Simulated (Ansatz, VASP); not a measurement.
**AsN (honeycomb AsN monolayer) in two plane-wave programs**

Aim: how closely do two programs agree when they are given the same cell, functional and k mesh? Of the first pair: The structure shown is the start of the Ansatz relaxation below; VASP solves that cell, so the two are compared at the walk's first step.

Program: Ansatz 0.2.0. Level of theory: plane waves, with VASP 6.6.1 beside it; single point at r2SCAN with D4. Results are calculated unless marked as measured.

**1. Starting point**

The cell holds 2 atoms: 1 N and 1 As. Its edges and angles: a = 2.980 Å, b = 2.980 Å, c = 25.740 Å, α = 90.0°, β = 90.0°, γ = 120.0°. Vacuum lies along c. The height across the vacuum is the one that the program set for its solve, not the one typed.

Coordinates:

```cif
data_structure
_symmetry_space_group_name_H-M 'P 1'
_symmetry_Int_Tables_number 1
_cell_length_a 2.9800
_cell_length_b 2.9800
_cell_length_c 25.7400
_cell_angle_alpha 90.000
_cell_angle_beta 90.000
_cell_angle_gamma 120.000
_cell_volume 197.96
loop_
_atom_site_label
_atom_site_type_symbol
_atom_site_fract_x
_atom_site_fract_y
_atom_site_fract_z
_atom_site_occupancy
N1 N 0.66667 0.33333 0.34965 1
As2 As 0.33333 0.66667 0.38733 1
```

**2. Ansatz: relaxation, r2SCAN with D4**

Ansatz runs on its default PAW (the set named soft_2) files.

The two programs are compared at the cell with which this relaxation starts, whose forces are those of its first step.

input.yaml

```yaml
crystal:
  lattice:
    - [2.98, 0.0, 0.0]
    - [-1.49, 2.5807557033, 0.0]
    - [0.0, 0.0, 18.97]
  atoms:
    - { symbol: "N", position: [0.6666666667, 0.3333333333, 0.4744333158] }
    - { symbol: As, position: [0.3333333333, 0.6666666667, 0.5255666842] }
  periodic: [true, true, false]
kpoints:
  mp_grid: { grid: [12, 12, 1] }
hamiltonian:
  xc: r2scan
  dispersion: d4
scf:
  occupations: { method: fermi_dirac, width: 0.05 }
  convergence: { dr2_threshold: 1.0e-09 }
relax:
  f_tol: 0.004
  max_steps: 90
  cell: {}
output:
  write_potential: true
  write_density: true
  volumetric_format: npy
```

Launch:

```console
> ansatz run input.yaml --threads 2 --pin off --max-ram 3072MiB --backend cpu --events-out ev --progress --plain --runs-dir out
```

Numbers of over 12 decimals in the logs are rounded to 6 here.

What it wrote:

```text
Warning: crystal.periodic: the lattice vector that does not repeat stood 0.000° off the slab's normal, 18.970 Å along it as the deck builds it. The run solves the slab on a vector along the normal, 25.740 Å long, with every atom where it was (on the deck's vector they left 18.00 Å outside them, and the widest stretch free of ions among them is 0.97 Å). A fractional position that the run reports is one of the run's ce [...]
Warning: relax.cell: scf.convergence.dr2_threshold = 1e-9 eV is looser than the 1.66194535735e-10 eV advised for a relaxation that steers and ends on the stress (1e-10 eV for each atom of the cell: 2, times the square of relax.cell.stress_2d_tol = 0.05 N/m over 11.0 Å (the atoms' height at the walk's start and 5 Å past either face), 4.558e-2 GPa, over a crystal's default 0.05). What an SCF threshold leaves in a stress goes as its square root, and in the free energy as the threshold itself, and one threshold admits the most on a small cell: [figures from the program's tests cut] Set scf.convergence.dr2_threshold to 1.66194535735e-10 eV or tighter. [rest of the remark cut]
crystal.periodic: the lattice vector that does not repeat stood 0.000° off the slab's normal, 18.970 Å along it as the deck builds it. The run solves the slab on a vector along the normal, 25.740 Å long, with every atom where it was (on the deck's vector they left 18.00 Å outside them, and the widest stretch free of ions among them is 0.97 Å). A fractional position that the run reports is one of the run's cell, which [...]
Engine: ansatz 0.2.0, aarch64-unknown-linux-gnu
Pseudopotentials: kind: paw
Pseudopotential: N, paw, valence charge 5, recommended cutoff 500 eV (meta_gga), N.paw.azcp
Pseudopotential: As, paw, valence charge 15, recommended cutoff 500 eV (meta_gga), As.paw.azcp
Functional definition: r2SCAN
  parameter k0 = 0.174
  parameter k1 = 0.065
  parameter a1 = 4.9479
  exchange = r2scan_x(k0 = k0, k1 = k1, a1 = a1)
  correlation = r2scan_c
Crystal: 2 atoms, lattice volume = 197.957 Å³
Basis set: ecut = 500 eV, 5109 PW (Γ), exchange–correlation on 96×96×768 points (64 copies of the dense FFT grid, shifted against one another)
Bands: 14, of which v1, the nominal top of the filled ones, is band 10 counted from 1 (9 counted from 0)
Symmetry: 6 space group operations
Space group: P3m1 (ITA 156), of the structure as read, at distance tolerance 5.8e-5 Å
k-points: 19 of 144 (time reversal used)
Non-local potential: N, projectors of the file, l = 0: 2, l = 1: 2, l = 2: 1
[...]
SCF iter   2: F=—  HF=-5248.240537 eV  |F-HF|=—  |Δ(HF+E_count)|=   2.31e-4  Δρ=2.73e-4  dr2=4.00e-4  dr2_τ=2.55e-5  ethr=9.60e-7  ⟨swp⟩=2.7  Hψ=434  notcnv=0
SCF iter   3: F=—  HF=-5248.240477 eV  |F-HF|=—  |Δ(HF+E_count)|=   6.02e-5  Δρ=8.60e-5  dr2=1.78e-5  dr2_τ=4.22e-7  ethr=9.60e-7  ⟨swp⟩=2.7  Hψ=368  notcnv=0
SCF iter   4: F=—  HF=-5248.240477 eV  |F-HF|=—  |Δ(HF+E_count)|=   5.17e-7  Δρ=2.66e-5  dr2=7.90e-7  dr2_τ=3.12e-8  ethr=8.92e-8  ⟨swp⟩=2.9  Hψ=409  notcnv=0
SCF iter   5: F=—  HF=-5248.240481 eV  |F-HF|=—  |Δ(HF+E_count)|=   4.07e-6  Δρ=7.25e-6  dr2=6.27e-8  dr2_τ=2.93e-9  ethr=3.95e-9  ⟨swp⟩=2.9  Hψ=451  notcnv=0
SCF iter   6: F=—  HF=-5248.240481 eV  |F-HF|=—  |Δ(HF+E_count)|=   3.62e-8  Δρ=1.45e-6  dr2=3.27e-9  dr2_τ=3.87e-10  ethr=3.14e-10  ⟨swp⟩=3.1  Hψ=541  notcnv=0
SCF iter   7: F=-5248.240481 eV  HF=-5248.240481 eV  |F-HF|=1.91e-11  |Δ(HF+E_count)|=   2.33e-9  Δρ=4.60e-7  dr2=2.04e-10  dr2_τ=9.83e-12  ethr=5.00e-12  ⟨swp⟩=12.1  Hψ=1856  notcnv=0
SCF 4 converged in 7 iterations: F = -5248.240481 eV  dr2 = 2.04e-10
relax step   4: F+E_penalty+E_count = -5248.24048119 eV  Δ(F+E_penalty+E_count) = -3.055e-4 eV  max|allowed force component| = 1.971e-3 eV/Å  Δτ_max = 0.0004 Å  P = -0.022 N/m  Ω = 191.642 Å³  energy of the carried Pulay correction = +2.557e-4 eV  fix = [c, alpha, beta]  reactions: c -0.000 N/m  (7 SCF iters, accepted)
Initial wavefunctions: pseudopotential atomic-orbital guess (no wavefunctions were taken with the density)
iter 1 solved again at ethr=4.60e-7 eV; its pass at ethr=3.10e-3 eV (dr2=9.20e-5 eV) is discarded
SCF iter   1: F=—  HF=-5248.240212 eV  |F-HF|=—  |Δ(HF+E_count)|=         —  Δρ=2.12e-5  dr2=8.14e-8  dr2_τ=2.76e-7  ethr=4.60e-7  ⟨swp⟩=5.2  Hψ=3255  notcnv=0
eigensolver tolerance schedule: the retry pair's looser diagonalisation over-reported the residual by 1128.93 of it (diagonalisation noise at 0.20 of the residual, at the tolerance the schedule requests for it); recorded, not acted on — ethr = c·dr2/N_el stays at c = 1.0e-1
preconditioner: auto → none  [insulator: Δε(μ)=2.346 eV  Ē_g=13.572 eV  σ=0.050 eV  W_gap=1.00  n_scr=14 (ndim 8)  ℏωp=8.5 eV  f_vac=0.812  D(μ)=0.00/eV (n_scr^D=0)  ε∞_Penn≈1.4]
SCF iter   2: F=—  HF=-5248.240216 eV  |F-HF|=—  |Δ(HF+E_count)|=   4.31e-6  Δρ=1.04e-5  dr2=1.86e-8  dr2_τ=2.06e-8  ethr=4.07e-10  ⟨swp⟩=4.7  Hψ=770  notcnv=0
SCF iter   3: F=—  HF=-5248.240216 eV  |F-HF|=—  |Δ(HF+E_count)|=   9.67e-8  Δρ=1.27e-6  dr2=2.38e-9  dr2_τ=4.21e-10  ethr=9.30e-11  ⟨swp⟩=3.6  Hψ=533  notcnv=0
iter 4 met the thresholds in force, and the SCF goes on: an eigenvalue changes by 1.65 meV, over its tolerance of 1.09 meV (output.eigenvalues, Limitations)
SCF iter   4: F=-5248.240216 eV  HF=-5248.240216 eV  |F-HF|=1.42e-10  |Δ(HF+E_count)|=  1.95e-10  Δρ=6.55e-7  dr2=4.30e-10  dr2_τ=9.73e-11  ethr=5.00e-12  ⟨swp⟩=16.6  Hψ=2275  notcnv=0
SCF iter   5: F=-5248.240216 eV  HF=-5248.240216 eV  |F-HF|=1.70e-9  |Δ(HF+E_count)|=  7.03e-10  Δρ=5.47e-7  dr2=1.89e-9  dr2_τ=6.93e-11  ethr=2.15e-12  ⟨swp⟩=2.5  Hψ=445  notcnv=0  recentre
SCF iter   6: F=-5248.240216 eV  HF=-5248.240216 eV  |F-HF|=3.64e-12  |Δ(HF+E_count)|=  2.88e-10  Δρ=1.81e-7  dr2=3.19e-11  dr2_τ=5.33e-12  ethr=2.15e-12  ⟨swp⟩=8.5  Hψ=1738  notcnv=0
SCF 5 converged in 6 iterations: F = -5248.240216 eV  dr2 = 3.19e-11
relax step   5: F+E_penalty+E_count = -5248.24021641 eV  Δ(F+E_penalty+E_count) = +2.648e-4 eV  max|allowed force component| = 2.213e-3 eV/Å  Δτ_max = 0.0000 Å  P = -0.021 N/m  Ω = 191.642 Å³  fix = [c, alpha, beta]  reactions: c -0.000 N/m  stress off target by 2.06e-2 N/m on what of the cell is left free  SCF on the basis re-selected at this cell (its energy is not comparable with the rows above)  (6 SCF iters)
basis re-selected at this cell: Δ(F+E_penalty+E_count) = +2.648e-4 eV, ΔP = +0.001 N/m vs the last step (what re-selecting the basis moved, of the pressure what is left beyond the Pulay correction that the steps carried, after the strain that the cell walked since its last selection, with what the two solves' SCF thresholds leave and, on support functions, any second-order correction that the steps lacked; it is no m [...]
WARN: The output density's exchange-correlation potential varies sharply where the density is thin. Do not read a vacuum level from v_tot or v_xc, or from such a field of the output density. On a cell that repeats whose density bears no net charge and no dipole along the vacuum's axis use v_es (v_loc + v_h of the components); under efield.dipole_correction with no amplitude use v_es + v_field, which holds any externa [...]
SCF converged after 6 iterations
an eigenvalue changed by more than its tolerance at an iteration that met the thresholds in force, so the SCF went on 1 time: the last check found none over its tolerance
Free energy (F): -5248.240216 eV
Harris-Foulkes:  -5248.240216 eV  (|F-HF|=3.64e-12)
Internal energy: -5248.240216 eV  (E = F + TS)
E sigma→0 (E₀):  -5248.240216 eV
Fermi energy:    -5.722431 eV
--- Per-component energies (eV) ---
  E_band       = -572.675762
  E_kinetic    = 231.442543
  E_local      = -29495.219241  (includes V_loc(G=0)·N_el)
  E_nonlocal   = -622.877295
  E_hartree    = 14636.503642
  E_xc         = -132.873522
  E_vxc        = -168.345390  (∫ρ·V_xc dr)
  E_paw        = -1977.002029  (= ΣΔE_a)
  E_vpaw       = 199.541943  (= ΣTr[D̂ρ^β])
  E_aug_tail   = 0.000007  (compensation charges beyond the density's cutoff)
  E_vtau       = 9.774242  (kinetic-family band-sum trace: ∫τ·v_τ [+ j·A + Jᵃ·Aᵃ] dr)
  E_ewald      = 12113.391578
  E_disp       = -0.118927  (pairwise vdW)
  E_core_change = -1.486972  (= ΣΔE_core)
  E_smearing   = -0.000000  (= −TS)
  E_closure    = -0.000000  (closes the sum)
  Σ components = -5248.240216   (vs F -5248.240216, Δ=0.00e0)
--- Forces (eV/Å), atoms counted from 1 ---
  atom   1  N     -0.00000000    -0.00000000    -0.00221447
  atom   2  As     0.00000000    -0.00000000     0.00221231
  max |Σ_I F_I| component: 2.16e-6 eV/Å
--- 2D stress c σ (N/m, compression-positive) ---
       -0.020562      -0.000000       0.000000
       -0.000000      -0.020562      -0.000000
        0.000000      -0.000000      -0.000000
  P = ½ c Tr σ = -0.0206 N/m
--- Band table (eV; the first three rows and the last of 19) ---
  k-point 0: bands = [... 6 lower, -14.9671, -8.6415, -8.6415, -7.3501, -3.6461, -0.8708 (-0.9184°), -0.0252, 0.1332]
  k-point 1: bands = [... 6 lower, -14.8946, -9.4144, -8.8156, -7.2303, -3.1169, -0.7110 (-0.7564°), -0.3710, 0.1493]
  k-point 2: bands = [... 6 lower, -14.7671, -10.8668, -9.2498, -7.0558, -2.5501, -1.1320 (-1.1321°), -0.1140, 0.6320]
  k-point 18: bands = [... 6 lower, -17.6311, -13.9470, -9.5047, -8.2267, -3.7775, -0.9834, 1.7760, 5.5685]
  ° read free of the cell's end (the report's vacuum.weakly_bound_levels)
--- Relaxed structure (4 steps of the walk, 4 accepted, 1 SCFs on fresh bases) ---
  F+E_penalty+E_count = -5248.24021641 eV   max|allowed force component| = 2.213e-3 eV/Å   (the final SCF, on the basis selected at the relaxed cell)
  cell:  # Å, volume = 191.6423 Å³
    - [2.932082, -3.5466334849937685e-18, 0]
    - [-1.466041, 2.539258, 0]
    - [0, 0, 25.739999997096]
  atoms:
    - { symbol: N, position: [0.666667, 0.333333, 0.350468] }
    - { symbol: As, position: [0.333333, 0.666667, 0.386517] }
```

The column dr2 measures how far the density is from self-consistency, as an energy; F and HF (Harris–Foulkes) agree once it is small.

**3. VASP: single point, r2SCAN with D4, start cell, pair 1**

The same cell, functional, mesh and smearing now go to VASP, with its own data sets.

Lines of VASP's logs that name or quote its potential files are left out, and so is its time.

INCAR

```
SYSTEM = AsN
PREC = Accurate
ENCUT = 580
EDIFF = 1E-06
NELM = 120
ISMEAR = -1
SIGMA = 0.05
LREAL = .FALSE.
ALGO = Normal
METAGGA = R2SCAN
IVDW = 13
VDW_S6 = 1
VDW_S8 = 0.6018749
VDW_A1 = 0.51559235
VDW_A2 = 5.77342911
LASPH = .TRUE.
NBANDS = 11
LORBIT = 11
LWAVE = .FALSE.
LCHARG = .FALSE.
ISIF = 2
LDIPOL = .TRUE.
IDIPOL = 3
DIPOL = 0.5 0.5 0.368
LVHAR = .TRUE.
GGA_COMPAT = .FALSE.
EFERMI = MIDGAP
NELMDL = -8
LMIXTAU = .TRUE.
```

POSCAR

```
AsN
1.0
    2.9800000000      0.0000000000      0.0000000000
   -1.4900000000      2.5807560000      0.0000000000
    0.0000000000      0.0000000000     25.7400000000
N As
1 1
Direct
    0.6666666667      0.3333333333      0.3496503497
    0.3333333334      0.6666666666      0.3873348873
```

KPOINTS

```
Automatic mesh
0
Gamma
12 12 1
0 0 0
```

The projector-augmented-wave data sets are N and As (PBE family, release 64).

Launch:

```console
> mpirun -np 1 vasp_std
```

What it wrote:

```text
[banner, memory and clock lines left out]
running    1 mpi-ranks, on    1 nodes
 distrk:  each k-point on    1 cores,    1 groups
 distr:  one band on    1 cores,    1 groups

 POSCAR found type information on POSCAR N As
 POSCAR found :  2 types and       2 ions
|                                                                             |
|               ----> ADVICE to this user running VASP <----                  |
|                                                                             |
|     You enforced a specific xc type in the INCAR file but a different       |
|     [... a line on the potential file left out ...]
|     I HOPE YOU KNOW WHAT YOU ARE DOING!                                     |
|                                                                             |

 LDA part: xc-table for (None), standard interpolation
 POSCAR, INCAR and KPOINTS ok, starting setup
 FFT: planning ... GRIDC
 FFT: planning ... GRID_SOFT
 FFT: planning ... GRID
 WAVECAR not read
 entering main loop
       N       E                     dE             d eps       ncg     rms          rms(c)
DAV:   1     0.718137056983E+02    0.71814E+02   -0.34442E+03   418   0.668E+02
DAV:   2    -0.168559790840E+02   -0.88670E+02   -0.76483E+02   690   0.119E+02
DAV:   3    -0.265851614474E+02   -0.97292E+01   -0.96983E+01   571   0.608E+01
DAV:   4    -0.267823857303E+02   -0.19722E+00   -0.19687E+00   670   0.972E+00
DAV:   5    -0.267830289161E+02   -0.64319E-03   -0.64289E-03   566   0.414E-01
DAV:   6    -0.267830352920E+02   -0.63759E-05   -0.63753E-05   681   0.294E-02
DAV:   7    -0.267830352937E+02   -0.17053E-08   -0.17055E-08   570   0.698E-04
DAV:   8    -0.267830352937E+02   -0.15461E-10   -0.13562E-11   646   0.468E-05    0.783E+00
DAV:   9    -0.243961495656E+02    0.23869E+01   -0.16802E+01   596   0.201E+01    0.395E+00
DAV:  10    -0.236101890677E+02    0.78596E+00   -0.16110E+00   555   0.808E+00    0.226E+00
DAV:  11    -0.238060200281E+02   -0.19583E+00   -0.35048E-01   610   0.440E+00    0.692E-01
DAV:  12    -0.229628596951E+02    0.84316E+00   -0.23940E-01   520   0.382E+00    0.292E-01
DAV:  13    -0.231223122786E+02   -0.15945E+00   -0.35917E-02   487   0.177E+00    0.168E-01
DAV:  14    -0.229115757839E+02    0.21074E+00   -0.21522E-02   505   0.135E+00    0.116E-01
[...]
DAV:  46    -0.225959194504E+02    0.59106E-04   -0.21498E-05   604   0.493E-02    0.611E-02
DAV:  47    -0.225958811323E+02    0.38318E-04   -0.23254E-05   418   0.646E-02    0.596E-02
DAV:  48    -0.225959718739E+02   -0.90742E-04   -0.62260E-05   418   0.104E-01    0.550E-02
DAV:  49    -0.225960165620E+02   -0.44688E-04   -0.72028E-05   418   0.118E-01    0.507E-02
DAV:  50    -0.225956853028E+02    0.33126E-03   -0.56299E-04   418   0.298E-01    0.476E-02
DAV:  51    -0.225959019705E+02   -0.21667E-03   -0.52038E-04   418   0.197E-01    0.460E-02
DAV:  52    -0.225958721410E+02    0.29829E-04   -0.98783E-06   592   0.253E-02    0.459E-02
DAV:  53    -0.225958723713E+02   -0.23027E-06   -0.37389E-08   591   0.168E-03
   1 F= -.22710973E+02 E0= -.22710973E+02  d E =-.430035E-10
```

Parts of OUTCAR (step 3):

```text
ion  position               nearest neighbor table
   1  0.667  0.333  0.350-   2 1.98   2 1.98   2 1.98
   2  0.333  0.667  0.387-   1 1.98   1 1.98   1 1.98

  LATTYP: Found a hexagonal cell.
 ALAT       =     2.9800000000
 C/A-ratio  =     8.6375838926

 Subroutine GETGRP returns: Found  6 space group operations
 (whereof  6 operations were pure point group operations)

The static configuration has the point symmetry C_3v.

 Found     19 irreducible k-points:

   k-points           NKPTS =     19   k-points in BZ     NKDIM =     19   number of bands    NBANDS=     11

   dimension x,y,z NGX =    24 NGY =   24 NGZ =  210
   dimension x,y,z NGXF=    48 NGYF=   48 NGZF=  420

   ENCUT  =  580.0 eV  42.63 Ry    6.53 a.u.   5.85  5.85 50.55*2*pi/ulx,y,z

   NELECT =      10.0000    total number of electrons

 k-points in reciprocal lattice and weights: Automatic mesh
   0.00000000  0.00000000  0.00000000       0.007
   0.08333333  0.00000000  0.00000000       0.042
   0.16666667  0.00000000  0.00000000       0.042
   0.25000000 -0.00000000  0.00000000       0.042
   0.33333333  0.00000000  0.00000000       0.042
   0.41666667  0.00000000  0.00000000       0.042
   0.50000000 -0.00000000  0.00000000       0.021
   0.08333333  0.08333333  0.00000000       0.042
   0.16666667  0.08333333  0.00000000       0.083
[...]
0.33333333  0.25000000  0.00000000       0.083
   0.33333333  0.33333333  0.00000000       0.014

 dipolmoment           0.000000      0.000000     -0.083689 electrons x Angstroem

 average (electrostatic) potential at core
       1 -76.3731       2 -64.5712

 E-fermi :  -4.2468

 k-point     1 :       0.0000    0.0000    0.0000
  band No.  band energies     occupation
      1     -23.7814      2.00000
      2     -13.3926      2.00000
      3      -6.8502      2.00000
      4      -6.8502      2.00000
      5      -5.7314      2.00000
      6      -2.4114      0.00000
      7       0.5252      0.00000
      8       1.1234      0.00000
      9       1.3480      0.00000
     10       1.3480      0.00000
    ...

 k-point     2 :       0.0833    0.0000    0.0000
  band No.  band energies     occupation
      1     -23.6553      2.00000
      2     -13.3346      2.00000
      3      -7.5970      2.00000
      4      -7.0154      2.00000
      5      -5.6344      2.00000
      6      -1.8760      0.00000
      7       0.6720      0.00000
      8       0.8758      0.00000
      9       1.2897      0.00000
     10       1.4842      0.00000
    ...

 k-point     3 :       0.1667    0.0000    0.0000
  band No.  band energies     occupation
      1     -23.2836      2.00000
      2     -13.2446      2.00000
      3      -8.9805      2.00000
      4      -7.4280      2.00000
      5      -5.4886      2.00000
      6      -1.2903      0.00000
      7       0.1467      0.00000
      8       1.2274      0.00000
      9       1.7673      0.00000
     10       1.7815      0.00000
    ...

  DFT-D4 for vdW energy calculation

  Edisp (eV):   -0.11510

  Total      -1.33559    -1.33559    -0.78203     0.00000     0.00000     0.00000
  in kB     -10.80968   -10.80968    -6.32938     0.00000     0.00000     0.00000
  external pressure =       -9.32 kB  Pullay stress =        0.00 kB

  energy-cutoff  :      580.00
  volume of cell :      197.96
      direct lattice vectors                 reciprocal lattice vectors
     2.980000000  0.000000000  0.000000000     0.335570470  0.193741679  0.000000000
    -1.490000000  2.580756000  0.000000000     0.000000000  0.387483358  0.000000000
     0.000000000  0.000000000 25.740000000     0.000000000  0.000000000  0.038850039

 POSITION                                       TOTAL-FORCE (eV/Angst)
 -----------------------------------------------------------------------------------
      1.49000      0.86025      9.00000        -0.000000     -0.000000      0.831429
      0.00000      1.72050      9.97000         0.000000      0.000000     -0.831429
 -----------------------------------------------------------------------------------
    total drift:                               -0.000000     -0.000006     -0.011753

  FREE ENERGIE OF THE ION-ELECTRON SYSTEM (eV)
  ---------------------------------------------------
  free  energy   TOTEN  =       -22.7109730456 eV

  energy  without entropy=      -22.7109730455  energy(sigma->0) =      -22.71097305

 vacuum level on the upper side and lower side of the slab         0.572         2.539

 total charge
# of ion       s       p       d       tot
------------------------------------------
    1        1.305   2.327   0.000   3.632
    2        1.269   1.344   0.121   2.734
--------------------------------------------------
tot          2.574   3.671   0.121   6.365

[... 3 further parts left out ...]
```

The PAW data sets were made with PBE, which is usual practice but a small mismatch for other functionals.

**4. Comparison**

Known differences besides the potentials themselves: VASP keeps PBE cores, Ansatz makes them for the functional; Ansatz cuts the interaction across the vacuum, VASP repeats the sheet with a dipole correction; the data sets hold 20 valence electrons in Ansatz (on its default PAW (the set named soft_2) files) and 10 in VASP; the cutoff is 500 eV in Ansatz and 580 eV in VASP. Total energies have different zeros and are not compared.

Forces (eV/Å; atoms numbered as in POSCAR):

```csv
atom,"Ansatz x, y, z","VASP x, y, z"
N1,"0.000, 0.000, 0.891","0.000, 0.000, 0.831"
As2,"0.000, 0.000, -0.891","0.000, 0.000, -0.831"
```

The forces differ by 35 meV/Å r.m.s., which is 7.2 % of the r.m.s. force of 0.480 eV/Å (both taken over all components). VASP's last cycles still show a density residual of 5e-03, so its state may not be settled. With vacuum in the cell, a pressure given here is an average over mostly empty space and none of the material.

[end of part 1 of 2]

[Lines on the potential files, build, host, timing and source positions are cut from VASP's logs without a mark.]

[Logs are printed without paths, hosts, clocks, repeated set-up lines and the standing remarks that a program may print on its own settings, such as how far it seeks lower states.]

[Hosts, paths, dates, database ids (printed as entryN), source tags and the programs' standing remarks are cut or masked in the printed files.]
